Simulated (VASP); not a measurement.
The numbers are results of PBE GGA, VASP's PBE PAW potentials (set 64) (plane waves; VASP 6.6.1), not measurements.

Input for VASP

INCAR:
```
! general
SYSTEM =Pb
PREC   =Accurate
ENCUT  =400
LREAL  =F
LASPH  =T

! electronic loop
EDIFF  =1E-6   ! SCF stop (eV)
NELM   =100   ! most electronic steps
ALGO   =Normal   ! blocked Davidson
LMAXMIX=4

! smearing
ISMEAR =1
SIGMA  =0.1   ! width (eV)

! functional
GGA    =PE   ! PBE

! ions
ISIF   =2

! output
LWAVE  =F
LCHARG =F
```

File POSCAR:
```
Pb
1
    0.0000000000     2.4750000000     2.4750000000
    2.4750000000     0.0000000000     2.4750000000
    2.4750000000     2.4750000000     0.0000000000
Pb
1
Direct
  0.0000000000   0.0000000000   0.0000000000
```

**KPOINTS**
```
Regular mesh
0
G
  11 11 11
0 0 0
```

POTCAR, in this order: Pb_d (PBE.64 set). Program: vasp_std.

Output of the run:

File OSZICAR:
```
       N       E                     dE             d eps       ncg     rms          rms(c)
DAV:   1     0.936526660961E+02    0.93653E+02   -0.63754E+03  1263   0.123E+03
DAV:   2     0.582381884925E+00   -0.93070E+02   -0.90951E+02  1259   0.305E+02
DAV:   3    -0.347367324772E+01   -0.40561E+01   -0.40444E+01  1466   0.752E+01
DAV:   4    -0.356410107381E+01   -0.90428E-01   -0.90413E-01  1529   0.124E+01
DAV:   5    -0.356743395922E+01   -0.33329E-02   -0.33328E-02  1523   0.203E+00    0.530E-01
DAV:   6    -0.355813443603E+01    0.92995E-02   -0.14825E-02  1503   0.236E+00    0.264E-01
DAV:   7    -0.355589626077E+01    0.22382E-02   -0.65967E-03  1469   0.148E+00    0.895E-02
DAV:   8    -0.355583604966E+01    0.60211E-04   -0.38507E-04  1478   0.373E-01    0.100E-02
DAV:   9    -0.355583277676E+01    0.32729E-05   -0.99065E-06  1604   0.589E-02    0.499E-03
DAV:  10    -0.355583157904E+01    0.11977E-05   -0.89111E-07   816   0.105E-02    0.444E-04
DAV:  11    -0.355583165945E+01   -0.80411E-07   -0.16559E-07   718   0.897E-03
   1 F= -.35558317E+01 E0= -.35558213E+01  d E =-.309852E-04
```

File OUTCAR:
```
------------------------ aborting loop because EDIFF is reached ----------------------------------------
  FORCE on cell =-STRESS in cart. coord.  units (eV):
  Direction    XX          YY          ZZ          XY          YZ          ZX
  --------------------------------------------------------------------------------------
  Total        0.4172475      0.4172475      0.4172475     -0.0000000     -0.0000000      0.0000000
  in kB       22.0469614     22.0469614     22.0469614     -0.0000000     -0.0000000      0.0000000
  external PRESSURE =      22.0469614 kB  Pullay stress =       0.0000000 kB
  volume of cell :       30.32
      direct lattice vectors                 reciprocal lattice vectors
     0.000000000  2.475000000  2.475000000    -0.202020202  0.202020202  0.202020202
     2.475000000  0.000000000  2.475000000     0.202020202 -0.202020202  0.202020202
     2.475000000  2.475000000  0.000000000     0.202020202  0.202020202 -0.202020202
 POSITION                                       TOTAL-FORCE (eV/Angst)
 -----------------------------------------------------------------------------------
      0.00000      0.00000      0.00000         0.000000      0.000000      0.000000
 -----------------------------------------------------------------------------------
    total drift:                                0.000000      0.000000     -0.000000
  FREE ENERGIE OF THE ION-ELECTRON SYSTEM (eV)
  ---------------------------------------------------
  free  energy   TOTEN  =        -3.5558316595 eV

  energy  without entropy=       -3.5558006742  energy(sigma->0) =       -3.55582133
```
(Selected blocks of OUTCAR.)

The compound is Pb in the fcc structure. The cell was not relaxed at this level.
